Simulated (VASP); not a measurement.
The system is Mo.

```
CELL_PARAMETERS angstrom
-1.57342 1.57342 1.57342
1.57342 -1.57342 1.57342
1.57342 1.57342 -1.57342
ATOMIC_POSITIONS crystal
Mo 0.00000 0.00000 0.00000
```

| Quantity | Value |
| --- | --- |
| Program | VASP 6.6.1 |
| Task | relaxation of cell and atoms |
| Functional | PBE |
| Potentials or basis | VASP PAW PBE potentials, release 64 (Mo_sv) |
| Cutoff | 520 eV |
| k mesh | 18 × 18 × 18 |
| Occupations | gaussian, width 0.1 eV |
| Spin | collinear spin, ferromagnetic start |
| Starting moments | [1] μB |

At the start: pressure 4.0 GPa; volume 15.58 Å³/atom.

**Question.** Where does the relaxation end?

**Answer.** Over 4 steps the energy falls by 2.9 meV/atom and the volume is 15.81 Å³/atom (+1.5 %); space group Im-3m (No. 229, to 0.05 Å); moment 0.00 μB per cell.

The path:
| step | energy change (eV) | largest force (eV/Å) | pressure (GPa) | volume (Å³) |
| --- | --- | --- | --- | --- |
| 1 | 0.0000 | 0.0000 | 3.99 | 15.58 |
| 2 | 0.0177 | 0.0000 | -9.68 | 16.47 |
| 3 | -0.0029 | 0.0000 | -0.06 | 15.82 |
| 4 | -0.0029 | 0.0000 | 0.02 | 15.81 |

Final structure:
```
CELL_PARAMETERS angstrom
-1.58122 1.58122 1.58122
1.58122 -1.58122 1.58122
1.58122 1.58122 -1.58122
ATOMIC_POSITIONS crystal
Mo 0.00000 0.00000 0.00000
```
